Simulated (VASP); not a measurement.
Calculation: PBE GGA, VASP's PBE PAW potentials (set 64) (plane waves; VASP 6.6.1).

VASP ran on this input.

### KPOINTS
```
Automatic
0
G
  8 8 5
0 0 0
```

INCAR:
```
LEPSILON = .TRUE.
GGA = PE   ! PBE
PREC = Accurate
NELM = 100   ! most electronic steps
ISMEAR = 0
NSW = 1   ! most ionic steps
ALGO = Normal
SIGMA = 0.01   ! width (eV)
LWAVE = .FALSE.
ENCUT = 520   ! plane-wave cut-off (eV)
SYSTEM = AlN
IBRION = 8   ! DFPT with symmetry
LCHARG = .FALSE.
LASPH = .TRUE.   ! aspherical one-centre terms
EDIFF = 1E-8
LREAL = .FALSE.   ! projection in real space or not
```

### POSCAR
```
AlN
1
    1.5650905720    -2.7108163832     0.0000000000
    1.5650905720     2.7108163832     0.0000000000
    0.0000000000     0.0000000000     5.0117302543
Al N
2 2
Direct
  0.6666670000   0.3333330000   0.5000492216
  0.3333330000   0.6666670000   0.0000492216
  0.6666670000   0.3333330000   0.8819507784
  0.3333330000   0.6666670000   0.3819507784
```

POTCAR, in this order: Al N (PBE.64 set). Program: vasp_std.

The resulting files:

OUTCAR:
```
 ion  position               nearest neighbor table
   1  0.667  0.333  0.500-   4 1.90   4 1.90   4 1.90   3 1.91   2 3.09   2 3.09   2 3.09   2 3.09
                             2 3.09   2 3.09
   2  0.333  0.667  0.000-   3 1.90   3 1.90   3 1.90   4 1.91   1 3.09   1 3.09   1 3.09   1 3.09
                             1 3.09   1 3.09
   3  0.667  0.333  0.882-   2 1.90   2 1.90   2 1.90   1 1.91
   4  0.333  0.667  0.382-   1 1.90   1 1.90   1 1.90   2 1.91
  LATTYP: Found a hexagonal cell.
 ALAT       =     3.1301811388
 C/A-ratio  =     1.6010991160
 Subroutine PRICEL returns:
 Original cell was already a primitive cell.
 Subroutine GETGRP returns: Found 12 space group operations
The static configuration has the point symmetry C_3v.
 The point group associated with its full space group is C_6v.
The dynamic configuration has the point symmetry C_3v.
 Subroutine INISYM returns: Found 12 space group operations
 Subroutine IBZKPT returns following result:
 Found     30 irreducible k-points:

 Following reciprocal coordinates:
            Coordinates               Weight
  0.000000  0.000000  0.000000      1.000000
  0.125000  0.000000  0.000000      6.000000
  0.250000  0.000000  0.000000      6.000000
...
```

OUTCAR:
```


 HEAD OF MICROSCOPIC STATIC DIELECTRIC TENSOR (INDEPENDENT PARTICLE, excluding Hartree and local field effects)
 ------------------------------------------------------
           4.616734     0.000000     0.000000
           0.000000     4.616734    -0.000000
           0.000000     0.000000     4.815725
 ------------------------------------------------------

 MACROSCOPIC STATIC DIELECTRIC TENSOR (including local field effects in DFT)
 ------------------------------------------------------
           4.475801     0.000000     0.000000
          -0.000000     4.475801    -0.000000
           0.000000     0.000000     4.692990
 ------------------------------------------------------

 PIEZOELECTRIC TENSOR (including local field effects)  for field in x, y, z        (e  Angst)
          XX          YY          ZZ          XY          YZ          ZX
  --------------------------------------------------------------------------------
  x    -0.00000     0.00000    -0.00000     0.00000     0.00000     0.90069
  y     0.00000     0.00000    -0.00000     0.00000     0.90069     0.00000
  z     0.71233     0.71233    -1.10452     0.00000     0.00000     0.00000

 PIEZOELECTRIC TENSOR (including local field effects)  for field in x, y, z        (C/m^2)
          XX          YY          ZZ          XY          YZ          ZX
  --------------------------------------------------------------------------------
  x    -0.00000     0.00000    -0.00000     0.00000     0.00000     0.33934
  y     0.00000     0.00000    -0.00000     0.00000     0.33934     0.00000
  z     0.26837     0.26837    -0.41613     0.00000     0.00000     0.00000

 BORN EFFECTIVE CHARGES (including local field effects) (in |e|, cummulative output)
 ---------------------------------------------------------------------------------
 ion    1
    1     2.51643     0.00000    -0.00000
    2     0.00000     2.51643     0.00000
    3    -0.00000     0.00000     2.67724
 ion    2
    1     2.51643    -0.00000    -0.00000
    2     0.00000     2.51643     0.00000
    3     0.00000    -0.00000     2.67724
 ion    3
    1    -2.51643     0.00000     0.00000
    2     0.00000    -2.51643     0.00000
    3    -0.00000     0.00000    -2.67724
 ion    4
    1    -2.51643     0.00000     0.00000
    2     0.00000    -2.51643    -0.00000
    3     0.00000     0.00000    -2.67724

   1 f  =   21.182777 THz   133.095315 2PiTHz  706.581394 cm-1    87.604888 meV

   2 f  =   19.496823 THz   122.502151 2PiTHz  650.344009 cm-1    80.632344 meV

   3 f  =   19.496823 THz   122.502151 2PiTHz  650.344007 cm-1    80.632344 meV

   4 f  =   19.127310 THz   120.180431 2PiTHz  638.018375 cm-1    79.104161 meV

   5 f  =   19.127310 THz   120.180431 2PiTHz  638.018374 cm-1    79.104161 meV

   6 f  =   17.818832 THz   111.959024 2PiTHz  594.372261 cm-1    73.692735 meV

   7 f  =   16.047821 THz   100.831435 2PiTHz  535.297701 cm-1    66.368426 meV

   8 f  =    7.119302 THz    44.731894 2PiTHz  237.474354 cm-1    29.443054 meV

   9 f  =    7.119302 THz    44.731894 2PiTHz  237.474354 cm-1    29.443054 meV

  10 f/i=    0.000397 THz     0.002497 2PiTHz    0.013255 cm-1     0.001643 meV

  11 f/i=    0.000397 THz     0.002497 2PiTHz    0.013255 cm-1     0.001643 meV

  12 f/i=    0.002083 THz     0.013090 2PiTHz    0.069495 cm-1     0.008616 meV

 MACROSCOPIC STATIC DIELECTRIC TENSOR IONIC CONTRIBUTION
 ------------------------------------------------------
           3.758944     0.000000     0.000000
           0.000000     3.758944     0.000000
           0.000000     0.000000     5.093277
 ------------------------------------------------------

 ELASTIC MODULI CONTR FROM IONIC RELAXATION (kBar)
 Direction    XX          YY          ZZ          XY          YZ          ZX
 --------------------------------------------------------------------------------
 XX        -629.2704    305.8668    359.6282     -0.0000      0.0000      0.0000
 YY         305.8668   -629.2704    359.6282      0.0000     -0.0000     -0.0000
 ZZ         359.6282    359.6282   -799.8209      0.0000      0.0000      0.0000
 XY          -0.0000      0.0000      0.0000   -467.5686     -0.0000      0.0000
 YZ           0.0000     -0.0000      0.0000     -0.0000   -114.8065     -0.0000
 ZX           0.0000     -0.0000      0.0000      0.0000     -0.0000   -118.8619
 --------------------------------------------------------------------------------

 PIEZOELECTRIC TENSOR IONIC CONTR  for field in x, y, z        (C/m^2)
          XX          YY          ZZ          XY          YZ          ZX
  --------------------------------------------------------------------------------
  x     0.00000    -0.00000     0.00000     0.00000    -0.00000    -0.62897
  y     0.00000    -0.00000     0.00000    -0.00000    -0.61814    -0.00000
  z    -0.85394    -0.85394     1.89919    -0.00000    -0.00000    -0.00000
```
(Selected blocks of OUTCAR.)

The compound is AlN in the wurtzite structure. It was relaxed first.
